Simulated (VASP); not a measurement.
OSZICAR of a VASP run on Ru (hcp):

### OSZICAR
```
       N       E                     dE             d eps       ncg     rms          rms(c)
DAV:   1     0.291089216234E+03    0.29109E+03   -0.18180E+04  4868   0.173E+03
DAV:   2    -0.655907588457E+01   -0.29765E+03   -0.29211E+03  5142   0.493E+02
DAV:   3    -0.131409269231E+02   -0.65819E+01   -0.63780E+01  5164   0.784E+01
DAV:   4    -0.132134745077E+02   -0.72548E-01   -0.71899E-01  5958   0.708E+00
DAV:   5    -0.132145316481E+02   -0.10571E-02   -0.10571E-02  5346   0.791E-01    0.165E+01
DAV:   6    -0.120847553536E+02    0.11298E+01   -0.31318E+00  4914   0.182E+01    0.436E+00
DAV:   7    -0.120100189905E+02    0.74736E-01   -0.21753E-01  5008   0.432E+00    0.111E+00
DAV:   8    -0.120017154551E+02    0.83035E-02   -0.83941E-03  4930   0.113E+00    0.854E-02
DAV:   9    -0.120018323591E+02   -0.11690E-03   -0.25379E-04  6436   0.160E-01    0.328E-02
DAV:  10    -0.120018524121E+02   -0.20053E-04   -0.13182E-05  5060   0.402E-02    0.304E-03
DAV:  11    -0.120018527417E+02   -0.32957E-06   -0.39129E-07  5296   0.561E-03    0.119E-03
DAV:  12    -0.120018525980E+02    0.14372E-06   -0.51746E-08  2642   0.247E-03    0.348E-04
DAV:  13    -0.120018526575E+02   -0.59543E-07   -0.60137E-09  2510   0.690E-04
   1 F= -.12001853E+02 E0= -.12001199E+02  d E =-.120019E+02
       N       E                     dE             d eps       ncg     rms          rms(c)
DAV:   1    -0.120105895865E+02   -0.87370E-02   -0.33002E-01  4906   0.500E+00    0.566E-01
DAV:   2    -0.120034781859E+02    0.71114E-02   -0.99876E-03  4902   0.936E-01    0.231E-01
DAV:   3    -0.120020670539E+02    0.14111E-02   -0.46495E-03  5840   0.473E-01    0.498E-02
DAV:   4    -0.120020693698E+02   -0.23159E-05   -0.14221E-04  5846   0.138E-01    0.311E-02
DAV:   5    -0.120020687012E+02    0.66866E-06   -0.12764E-05  6158   0.290E-02    0.115E-02
DAV:   6    -0.120020683309E+02    0.37021E-06   -0.16335E-06  5050   0.148E-02    0.134E-03
DAV:   7    -0.120020683241E+02    0.68326E-08   -0.69642E-08  2602   0.263E-03
   2 F= -.12002068E+02 E0= -.12001544E+02  d E =-.215667E-03
       N       E                     dE             d eps       ncg     rms          rms(c)
DAV:   1    -0.120033862186E+02   -0.13179E-02   -0.46205E-02  4910   0.187E+00    0.212E-01
DAV:   2    -0.120023904690E+02    0.99575E-03   -0.13930E-03  4898   0.357E-01    0.865E-02
DAV:   3    -0.120021932512E+02    0.19722E-03   -0.65661E-04  5814   0.178E-01    0.187E-02
DAV:   4    -0.120021936070E+02   -0.35586E-06   -0.20737E-05  5868   0.526E-02    0.117E-02
DAV:   5    -0.120021936966E+02   -0.89563E-07   -0.19249E-06  6148   0.106E-02    0.478E-03
DAV:   6    -0.120021936246E+02    0.71945E-07   -0.30432E-07  3374   0.642E-03
   3 F= -.12002194E+02 E0= -.12001614E+02  d E =-.340967E-03
```

Problem. Which electronic solver shows in the log?

Solution. It is blocked Davidson (ALGO = Normal, or the opening steps of other solvers). The INCAR had ALGO = Normal.

Problem. Can the final energy be trusted as converged?

Solution. Self-consistency was reached. It stopped with EDIFF = 1E-7, NELM = 100, NSW = 30 and EDIFFG = -0.01 after 3 ionic steps (optB88-vdW, plane waves, VASP's PBE PAW potentials (set 64)).

The compound is Ru in the hcp structure. This run relaxes it. Symmetry was kept, so distortions that lower it aren't found.
